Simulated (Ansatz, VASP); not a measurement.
## SnSe2: VASP beside Ansatz

Aim: how closely do two programs agree when they are given the same cell, functional and k mesh? The cell is taken from a series of runs on this material, whose earlier steps may have relaxed, scaled, displaced or heated it; both programs get it as it stands.

Program: Ansatz 0.2.0. Level of theory: plane waves, with VASP 6.6.1 beside it; relaxation of cell and atoms at PBE with D3(BJ). Results are calculated unless marked as measured.

### 1. Starting point

It takes space group P-3m1 (No. 164, trigonal). The conventional cell has a = 3.839 Å, b = 3.839 Å, c = 6.028 Å, α = 90.00°, β = 90.00°, γ = 120.00°. Sn has 6 Se at 2.73 Å nearest. Nearest to Se lie 3 Sn at 2.73 Å. Farther neighbours and most contacts between anions are not listed.

As a file:

```cif
data_structure
_symmetry_space_group_name_H-M 'P 1'
_symmetry_Int_Tables_number 1
_cell_length_a 3.8390
_cell_length_b 3.8390
_cell_length_c 6.0278
_cell_angle_alpha 90.000
_cell_angle_beta 90.000
_cell_angle_gamma 120.000
_cell_volume 76.93
loop_
_atom_site_label
_atom_site_type_symbol
_atom_site_fract_x
_atom_site_fract_y
_atom_site_fract_z
_atom_site_occupancy
Sn1 Sn 0.00000 0.00000 0.00000 1
Se2 Se 0.33333 0.66667 0.26450 1
Se3 Se 0.66667 0.33333 0.73550 1
```

### 2. Ansatz: relaxation of cell and atoms, PBE with D3(BJ), pair 1

Ansatz runs on its default PAW (the set named soft_2) files.

The relaxed volume is the usual yardstick between codes: in a stiff, nearly cubic crystal its relative difference is about their pressure difference at one cell divided by the bulk modulus.

Input file input.yaml:

```yaml
crystal:
  lattice:
    - [3.8389775882, 0.0, 0.0]
    - [-1.9194887941, 3.3246521159, 0.0]
    - [0.0, 0.0, 6.0278085266]
  atoms:
    - { symbol: Sn, position: [0.0, 0.0, 0.0] }
    - { symbol: Se, position: [0.3333333333, 0.6666666667, 0.264500295] }
    - { symbol: Se, position: [0.6666666667, 0.3333333333, 0.735499705] }
kpoints:
  mp_grid: { grid: [9, 9, 4] }
hamiltonian:
  xc: pbe
  dispersion: d3bj
scf:
  occupations: { method: gaussian, width: 0.02 }
output:
  forces: true
  stress: true
  eigenvalues: true
  write_density: true
  write_potential: true
  elf: true
  volumetric_format: npy
relax:
  adjacent_minimum: "off"
  f_tol: 0.005
  max_steps: 80
  cell: { stress_tol: 0.05 }
```

Started as:

```
ansatz run input.yaml --threads 8 --pin off --max-ram 14336MiB --backend cpu --events-out ev --progress --plain --runs-dir out
```

Numbers of over 12 decimals in the logs are rounded to 6 here.

The log of the run:

```text
Engine: ansatz 0.2.0, x86_64-unknown-linux-gnu
Pseudopotentials: kind: paw
Pseudopotential: Sn, paw, valence charge 14, recommended cutoff 420 eV (normal), Sn.paw.azcp
Pseudopotential: Se, paw, valence charge 16, recommended cutoff 420 eV (normal), Se.paw.azcp
Functional definition: PBE
  parameter kappa = 0.804
  parameter beta = 0.066725
  exchange = pbe_x(kappa = kappa, mu = beta*pi^2/3)
  correlation = pbe_c(beta = beta)
Crystal: 3 atoms, lattice volume = 76.935 Å³
Basis set: ecut = 420 eV, 1485 PW (Γ), exchange–correlation on 54×54×90 points (8 copies of the dense FFT grid, shifted against one another)
Bands: 28, of which v1, the nominal top of the filled ones, is band 23 counted from 1 (22 counted from 0)
Symmetry: 12 space group operations
Space group: P-3m1 (ITA 164), of the structure as read, at distance tolerance 4.3e-5 Å
k-points: 43 of 324
Non-local potential: Sn, projectors of the file, l = 0: 2, l = 1: 2, l = 2: 2, l = 3: 2
Non-local potential: Se, projectors of the file, l = 0: 2, l = 1: 2, l = 2: 3, l = 3: 1
PAW form: soft (Blöchl's): semilocal exchange-correlation on the pseudo side does not see the compensation charge
PAW one-centre angular grid: Sn, 590 points (default); XC on 64 Gauss nodes
PAW one-centre angular grid: Se, 590 points (default); XC on 64 Gauss nodes
Initial density: superposition of atomic densities (neutral atoms: chi_scale 0, normalization atom), corrected by the library's trained network
Initial wavefunctions: pseudopotential atomic-orbital guess
Functional: x = pbe(κ = 0.804, μ = 0.219515), c = pbe(β = 0.066725)
SCF iter   1: F=—  HF=-16964.423380 eV  |F-HF|=—  |Δ(HF+E_count)|=         —  Δρ=1.67e-3  dr2=2.79e-3  ethr=1.77e-3  ⟨swp⟩=6.9  Hψ=5439  notcnv=0
preconditioner: auto → Resta (q_TF=auto, 2.504 Å⁻¹)  ε∞=2.8  [insulator: Δε(μ)=0.551 eV  Ē_g=16.015 eV  σ=0.020 eV  W_gap=1.00  n_scr=22 (ndim 8)  ℏωp=21.6 eV  f_vac=0.046  D(μ)=0.00/eV (n_scr^D=0)  ε∞_Penn≈2.8]
SCF iter   2: F=—  HF=-16964.422247 eV  |F-HF|=—  |Δ(HF+E_count)|=   1.13e-3  Δρ=7.34e-4  dr2=3.04e-4  ethr=6.06e-6  ⟨swp⟩=2.1  Hψ=2585  notcnv=0  defer=43
SCF iter   3: F=—  HF=-16964.422327 eV  |F-HF|=—  |Δ(HF+E_count)|=   8.00e-5  Δρ=3.65e-4  dr2=6.72e-5  ethr=6.61e-7  ⟨swp⟩=2.0  Hψ=2145  notcnv=0  defer=43
SCF iter   4: F=—  HF=-16964.422375 eV  |F-HF|=—  |Δ(HF+E_count)|=   4.76e-5  Δρ=9.69e-5  dr2=5.39e-6  ethr=1.46e-7  ⟨swp⟩=2.0  Hψ=1502  notcnv=0  defer=43
SCF iter   5: F=—  HF=-16964.422380 eV  |F-HF|=—  |Δ(HF+E_count)|=   4.99e-6  Δρ=2.06e-5  dr2=4.16e-7  ethr=1.17e-8  ⟨swp⟩=2.4  Hψ=1743  notcnv=0  defer=43
SCF iter   6: F=-16964.422380 eV  HF=-16964.422380 eV  |F-HF|=5.64e-8  |Δ(HF+E_count)|=   5.16e-7  Δρ=6.60e-6  dr2=4.45e-8  ethr=2.17e-10  ⟨swp⟩=12.4  Hψ=9489  notcnv=0
SCF 1 converged in 6 iterations: F = -16964.422380 eV  dr2 = 4.45e-8
  Residual-converged pass: ⟨swp⟩=1.0  Hψ=1376  notcnv=0  max |occ|·‖R‖ = 6.9e-9 eV (tolerance 1.0e-8 eV)  dr2=4.45e-8  dr2_onsite=1.67e-8  max |Δocc| = 1.1e-87
  greatest PAW one-centre occupation: 1.000 electrons in one spin orbital (limit 2), on the Se atom at site 2 (counted from 0), in its partial waves of l = 2
relax step   1: F+E_penalty+E_count = -16964.42238036 eV  Δ(F+E_penalty+E_count) = +0.000e0 eV  max|allowed force component| = 4.967e-3 eV/Å  Δτ_max = 0.0000 Å  P = -0.049 GPa  Ω = 76.935 Å³  (6 SCF iters, dr2 threshold 1.00e-7 eV, accepted)
[...]
relax step   2: F+E_penalty+E_count = -16964.42244811 eV  Δ(F+E_penalty+E_count) = -6.775e-5 eV  max|allowed force component| = 2.430e-2 eV/Å  Δτ_max = 0.0084 Å  P = +0.006 GPa  Ω = 76.560 Å³  energy of the carried Pulay correction = +8.033e-5 eV  (6 SCF iters, dr2 threshold 2.00e-8 eV, rejected (line search))
[...]
relax step   3: F+E_penalty+E_count = -16964.42248085 eV  Δ(F+E_penalty+E_count) = -1.005e-4 eV  max|allowed force component| = 2.638e-3 eV/Å  Δτ_max = 0.0025 Å  P = -0.015 GPa  Ω = 76.802 Å³  energy of the carried Pulay correction = +2.826e-5 eV  (8 SCF iters, accepted)
[...]
relax step   4: F+E_penalty+E_count = -16964.42255926 eV  Δ(F+E_penalty+E_count) = -7.841e-5 eV  max|allowed force component| = 2.134e-3 eV/Å  Δτ_max = 0.0038 Å  P = +0.001 GPa  Ω = 76.644 Å³  energy of the carried Pulay correction = +6.190e-5 eV  (5 SCF iters, dr2 threshold 7.49e-9 eV, accepted)
[...]
relax step   5: F+E_penalty+E_count = -16964.42250283 eV  Δ(F+E_penalty+E_count) = +5.643e-5 eV  max|allowed force component| = 2.086e-3 eV/Å  Δτ_max = 0.0000 Å  P = +0.001 GPa  Ω = 76.644 Å³  stress off target by 1.38e-2 GPa  SCF on the basis re-selected at this cell (its energy is not comparable with the rows above)  (5 SCF iters)
basis re-selected at this cell: Δ(F+E_penalty+E_count) = +5.643e-5 eV, ΔP = -0.000 GPa vs the last step (what re-selecting the basis moved, of the pressure what is left beyond the Pulay correction that the steps carried, after the strain that the cell walked since its last selection, with what the two solves' SCF thresholds leave and, on support functions, any second-order correction that the steps lacked; it is no m [...]
SCF converged after 5 iterations
Free energy (F): -16964.422503 eV
Harris-Foulkes:  -16964.422503 eV  (|F-HF|=1.09e-11)
Internal energy: -16964.422503 eV  (E = F + TS)
E sigma→0 (E₀):  -16964.422503 eV
Fermi energy:    8.648491 eV
--- Per-component energies (eV) ---
  E_band       = -851.207113
  E_kinetic    = 424.412221
  E_local      = -5853.802629  (includes V_loc(G=0)·N_el)
  E_nonlocal   = -1222.346707
  E_hartree    = 3008.208967
  E_xc         = -589.724241
  E_vxc        = -291.173357  (∫ρ·V_xc dr)
  E_paw        = -7963.597470  (= ΣΔE_a)
  E_vpaw       = 75.286748  (= ΣTr[D̂ρ^β])
  E_aug_tail   = -0.001197  (compensation charges beyond the density's cutoff)
  E_ewald      = -4766.478060
  E_disp       = -1.093387  (pairwise vdW)
  E_smearing   = -0.000000  (= −TS)
  E_closure    = -0.000000  (closes the sum)
  Σ components = -16964.422503   (vs F -16964.422503, Δ=0.00e0)
--- Forces (eV/Å), atoms counted from 1 ---
  atom   1  Sn     0.00000000    -0.00000000     0.00000000
  atom   2  Se    -0.00000000     0.00000000    -0.00208597
  atom   3  Se     0.00000000    -0.00000000     0.00208597
  max |Σ_I F_I| component: 1.85e-17 eV/Å
--- Stress (GPa, compression-positive) ---
        0.008519       0.000000       0.000000
        0.000000       0.008519       0.000000
       -0.000000       0.000000      -0.013795
  P = ⅓ Tr σ = 0.0011 GPa (0.011 kbar)
--- Band table (eV; the first three rows and the last of 43) ---
  k-point 0: bands = [... 19 lower, 7.6901, 7.8520, 7.8520, 8.2921, 9.1126, 11.3343, 12.8978, 12.8978, ... 1 higher]
  k-point 1: bands = [... 19 lower, 7.5790, 7.5790, 8.0102, 8.0102, 10.1534, 11.3169, 12.6964, 12.6964, ... 1 higher]
  k-point 2: bands = [... 19 lower, 7.5208, 7.5208, 8.1175, 8.1175, 10.8100, 11.1859, 12.5093, 12.5093, ... 1 higher]
  k-point 42: bands = [... 19 lower, 4.0835, 4.5516, 8.0023, 8.0023, 10.6118, 12.5902, 12.5902, 14.0711, ... 1 higher]
--- Relaxed structure (4 steps of the walk, 3 accepted, 1 SCFs on fresh bases) ---
  F+E_penalty+E_count = -16964.42250283 eV   max|allowed force component| = 2.086e-3 eV/Å   (the final SCF, on the basis selected at the relaxed cell)
  cell:  # Å, volume = 76.6443 Å³
    - [3.839432, 0.0, 0]
    - [-1.919716, 3.325046, 0]
    - [0, 0, 6.003646]
  atoms:
    - { symbol: Sn, position: [0, 0, 0] }
    - { symbol: Se, position: [0.333333, 0.666667, 0.265547] }
    - { symbol: Se, position: [0.666667, 0.333333, 0.734453] }
```

### 3. VASP: relaxation of cell and atoms, PBE with D3(BJ), pair 1

The same cell, functional, mesh and smearing now go to VASP, with its own data sets.

Lines of VASP's logs that name or quote its potential files are left out, and so is its time.

Input file INCAR:

```
SYSTEM = SnSe2
PREC = Accurate
ENCUT = 500
EDIFF = 1E-07
NELM = 120
ISMEAR = 0
SIGMA = 0.02
LREAL = .FALSE.
ALGO = Normal
GGA = PE
IVDW = 12
NBANDS = 19
LORBIT = 11
LWAVE = .FALSE.
LCHARG = .FALSE.
ISIF = 3
IBRION = 2
NSW = 80
EDIFFG = -0.005
LASPH = .TRUE.
GGA_COMPAT = .FALSE.
NELMIN = 4
EFERMI = MIDGAP
KPAR = 2
```

Input file POSCAR:

```
SnSe2
1.0
    3.8389780000      0.0000000000      0.0000000000
   -1.9194890000      3.3246520000      0.0000000000
    0.0000000000      0.0000000000      6.0278090000
Sn Se
1 2
Direct
    0.0000000000      0.0000000000      0.0000000000
    0.3333333835      0.6666667669      0.2645002521
    0.6666666165      0.3333332331      0.7354995820
```

Input file KPOINTS:

```
Automatic mesh
0
Gamma
9 9 4
0 0 0
```

PAW data sets: Sn_d and Se (PBE family, release 64).

Started as:

```
mpirun -np 2 vasp_std
```

The log of the run:

```text
[banner, memory and clock lines left out]
running    2 mpi-ranks, on    1 nodes
 distrk:  each k-point on    1 cores,    2 groups
 distr:  one band on    1 cores,    1 groups

 POSCAR found type information on POSCAR SnSe
 POSCAR found :  2 types and       3 ions
 LDA part: xc-table for (Slater+PW92), standard interpolation
 POSCAR, INCAR and KPOINTS ok, starting setup
 FFT: planning ... GRIDC
 FFT: planning ... GRID_SOFT
 FFT: planning ... GRID
 WAVECAR not read
 entering main loop
       N       E                     dE             d eps       ncg     rms          rms(c)
DAV:   1     0.198093403185E+03    0.19809E+03   -0.11983E+04  1646   0.152E+03
DAV:   2     0.936818048652E+01   -0.18873E+03   -0.18325E+03  1782   0.378E+02
DAV:   3    -0.113531481280E+02   -0.20721E+02   -0.20205E+02  2014   0.113E+02
DAV:   4    -0.120423826557E+02   -0.68923E+00   -0.68794E+00  1949   0.215E+01
DAV:   5    -0.120591172561E+02   -0.16735E-01   -0.16733E-01  2245   0.350E+00    0.490E+00
DAV:   6    -0.118228634446E+02    0.23625E+00   -0.53291E-01  2425   0.759E+00    0.316E+00
DAV:   7    -0.118086291337E+02    0.14234E-01   -0.14546E-01  1835   0.241E+00    0.104E+00
DAV:   8    -0.118088764937E+02   -0.24736E-03   -0.11145E-02  1947   0.988E-01    0.272E-01
DAV:   9    -0.118093662045E+02   -0.48971E-03   -0.15197E-03  1813   0.295E-01    0.829E-02
DAV:  10    -0.118093752846E+02   -0.90801E-05   -0.12440E-04  2108   0.775E-02    0.322E-02
DAV:  11    -0.118094040770E+02   -0.28792E-04   -0.46298E-05  1706   0.392E-02    0.902E-03
DAV:  12    -0.118094039904E+02    0.86559E-07   -0.24750E-06  2215   0.117E-02    0.650E-03
DAV:  13    -0.118094044094E+02   -0.41901E-06   -0.19572E-06  1709   0.763E-03    0.254E-03
DAV:  14    -0.118094045108E+02   -0.10133E-06   -0.35660E-08  1422   0.125E-03    0.124E-03
DAV:  15    -0.118094045692E+02   -0.58396E-07   -0.22482E-08  1164   0.108E-03
   1 F= -.12898062E+02 E0= -.12898062E+02  d E =-.128981E+02
[...]
2 F= -.12898090E+02 E0= -.12898090E+02  d E =-.274578E-04
[...]
3 F= -.12898094E+02 E0= -.12898094E+02  d E =-.317660E-04
[...]
4 F= -.12898112E+02 E0= -.12898112E+02  d E =-.174810E-04
[...]
5 F= -.12898157E+02 E0= -.12898157E+02  d E =-.632289E-04
[...]
6 F= -.12898217E+02 E0= -.12898217E+02  d E =-.123263E-03
[...]
7 F= -.12898209E+02 E0= -.12898209E+02  d E =-.114875E-03
 curvature:  -0.43 expect dE=-0.867E-05 dE for cont linesearch -0.196E-05
 ZBRENT: bracketing found
 ZBRENT: interpolating
 opt :   4.0923  next Energy=   -12.898237 (dE=-0.143E-03)
 bond charge predicted
       N       E                     dE             d eps       ncg     rms          rms(c)
DAV:   1    -0.118056772553E+02   -0.27934E-02   -0.37784E-02  1871   0.191E+00    0.151E-01
DAV:   2    -0.118052170186E+02    0.46024E-03   -0.23920E-03  2118   0.568E-01    0.808E-02
DAV:   3    -0.118050241235E+02    0.19290E-03   -0.38760E-04  2092   0.274E-01    0.249E-02
DAV:   4    -0.118050104684E+02    0.13655E-04   -0.46900E-05  2405   0.613E-02    0.102E-02
DAV:   5    -0.118050079866E+02    0.24818E-05   -0.34523E-06  2386   0.163E-02    0.340E-03
DAV:   6    -0.118050075520E+02    0.43464E-06   -0.54808E-07  1755   0.712E-03    0.903E-04
DAV:   7    -0.118050075654E+02   -0.13448E-07   -0.41718E-08   907   0.166E-03
   8 F= -.12898235E+02 E0= -.12898235E+02  d E =-.140817E-03
 curvature:  -4.27 expect dE=-0.156E-04 dE for cont linesearch -0.145E-06
 trial: gam= 0.15076 g(F)=  0.186E-06 g(S)=  0.347E-05 ort =-0.248E-05 (trialstep = 0.103E+01)
 search vector abs. value=  0.704E-05
 reached required accuracy - stopping structural energy minimisation
```

OUTCAR, selected parts (step 3):

```text
ion  position               nearest neighbor table
   1  0.000  0.000  0.000-   2 2.73   2 2.73   2 2.73   3 2.73   3 2.73   3 2.73
   2  0.333  0.667  0.265-   1 2.73   1 2.73   1 2.73
   3  0.667  0.333  0.735-   1 2.73   1 2.73   1 2.73

  LATTYP: Found a hexagonal cell.
 ALAT       =     3.8389780000
 C/A-ratio  =     1.5701598186

 Subroutine GETGRP returns: Found 12 space group operations
 (whereof 12 operations were pure point group operations)

The static configuration has the point symmetry D_3d.

 Found     43 irreducible k-points:

   k-points           NKPTS =     43   k-points in BZ     NKDIM =     43   number of bands    NBANDS=     19

   dimension x,y,z NGX =    28 NGY =   28 NGZ =   48
   dimension x,y,z NGXF=    56 NGYF=   56 NGZF=   96

   ENCUT  =  500.0 eV  36.75 Ry    6.06 a.u.   7.00  7.00 10.99*2*pi/ulx,y,z

   NELECT =      26.0000    total number of electrons

 k-points in reciprocal lattice and weights: Automatic mesh
   0.00000000  0.00000000  0.00000000       0.003
   0.11111111  0.00000000  0.00000000       0.019
   0.22222222 -0.00000000  0.00000000       0.019
   0.33333333 -0.00000000  0.00000000       0.019
   0.44444444 -0.00000000  0.00000000       0.019
   0.11111111  0.11111111  0.00000000       0.019
   0.22222222  0.11111111  0.00000000       0.037
   0.33333333  0.11111111  0.00000000       0.037
   0.44444444  0.11111111  0.00000000       0.019
[...]
0.33333333  0.22222222  0.50000000       0.037
   0.33333333  0.33333333  0.50000000       0.006

 Edisp (eV)   -1.09533

 average (electrostatic) potential at core
       1-102.5667       2 -53.2884       3 -53.2884

 E-fermi :   4.6792

 k-point     1 :       0.0000    0.0000    0.0000
  band No.  band energies     occupation
    ...
      9       3.7200      2.00000
     10       3.7200      2.00000
     11       3.8800      2.00000
     12       3.8800      2.00000
     13       4.3294      2.00000
     14       5.1313      0.00000
     15       7.3571      0.00000
     16       8.9213      0.00000
     17       8.9213      0.00000
     18      12.5179      0.00000
    ...

 k-point     2 :       0.1111    0.0000    0.0000
  band No.  band energies     occupation
    ...
      9       2.4446      2.00000
     10       3.1990      2.00000
     11       3.2591      2.00000
     12       4.1627      2.00000
     13       4.4298      2.00000
     14       6.0774      0.00000
     15       7.9174      0.00000
     16       8.5881      0.00000
     17       9.0971      0.00000
     18      12.0559      0.00000
    ...

 k-point     3 :       0.2222   -0.0000    0.0000
  band No.  band energies     occupation
    ...
      9       1.0367      2.00000
     10       2.1831      2.00000
     11       2.5707      2.00000
     12       4.2129      2.00000
     13       4.2288      2.00000
     14       6.3427      0.00000
     15       8.0502      0.00000
     16       9.3678      0.00000
     17       9.4903      0.00000
     18      10.8657      0.00000
    ...

 Edisp (eV)   -1.09323

  Total       0.01028     0.01028    -0.00213     0.00000     0.00000     0.00000
  in kB       0.21490     0.21490    -0.04455     0.00000     0.00000     0.00000
  external pressure =        0.13 kB  Pullay stress =        0.00 kB

  energy-cutoff  :      500.00
  volume of cell :       76.64
      direct lattice vectors                 reciprocal lattice vectors
     3.840313622 -0.000000000  0.000000000     0.260395400  0.150339375  0.000000000
    -1.920156811  3.325808682 -0.000000000     0.000000000  0.300678751  0.000000000
    -0.000000000 -0.000000000  6.000507673    -0.000000000  0.000000000  0.166652566

 POSITION                                       TOTAL-FORCE (eV/Angst)
 -----------------------------------------------------------------------------------
      0.00000      0.00000      0.00000         0.000000      0.000000      0.000000
      0.00000      2.21721      1.59529         0.000000      0.000000     -0.001387
      1.92016      1.10860      4.40521        -0.000000     -0.000000      0.001387
 -----------------------------------------------------------------------------------
    total drift:                               -0.000000      0.000000      0.000321

  FREE ENERGIE OF THE ION-ELECTRON SYSTEM (eV)
  ---------------------------------------------------
  free  energy   TOTEN  =       -12.8982350020 eV

  energy  without entropy=      -12.8982350020  energy(sigma->0) =      -12.89823500

 reached required accuracy - stopping structural energy minimisation

 total charge
# of ion       s       p       d       tot
------------------------------------------
    1        1.068   1.003  10.090  12.160
    2        1.488   2.297   0.028   3.812
    3        1.488   2.297   0.028   3.812
--------------------------------------------------
tot          4.043   5.597  10.145  19.785

[... 3 further parts left out ...]
```

CONTCAR:

```
SnSe2
   1.00000000000000
     3.8403136216378995   -0.0000000000000001    0.0000000000000001
    -1.9201568108189497    3.3258086817762336   -0.0000000000000000
    -0.0000000000000000   -0.0000000000000000    6.0005076732264229
  Sn              Se
     1     2
Direct
     0.0000000000000000    0.0000000000000000    0.0000000000000000
     0.3333333834999976    0.6666667669000006    0.2658597208670853
     0.6666666165000024    0.3333332330999994    0.7341401132329168
```

The run keeps the 12 symmetry operations of its start, so it cannot find a distortion of lower symmetry.

### 4. Side by side

Known differences besides the potentials themselves: the data sets hold 46 valence electrons in Ansatz (on its default PAW (the set named soft_2) files) and 26 in VASP; the cutoff is 420 eV in Ansatz and 500 eV in VASP; Ansatz adds a Pulay correction to the stress that steers its cell, VASP none. Total energies have different zeros and are not compared.

Both answers:

```
                                         quantity  Ansatz   VASP  difference
                                      volume (Å³)   76.64  76.64     +0.01 %
edge a after relaxation, in the typed setting (Å)   3.839  3.840     -0.02 %
edge c after relaxation, in the typed setting (Å)   6.004  6.000     +0.05 %
```

[end of part 1 of 2]

[Lines on the potential files, build, host, timing and source positions are cut from VASP's logs without a mark.]

[Logs are printed without paths, hosts, clocks, repeated set-up lines and the standing remarks that a program may print on its own settings, such as how far it seeks lower states.]

[Hosts, paths, dates, database ids (printed as entryN), source tags and the programs' standing remarks are cut or masked in the printed files.]
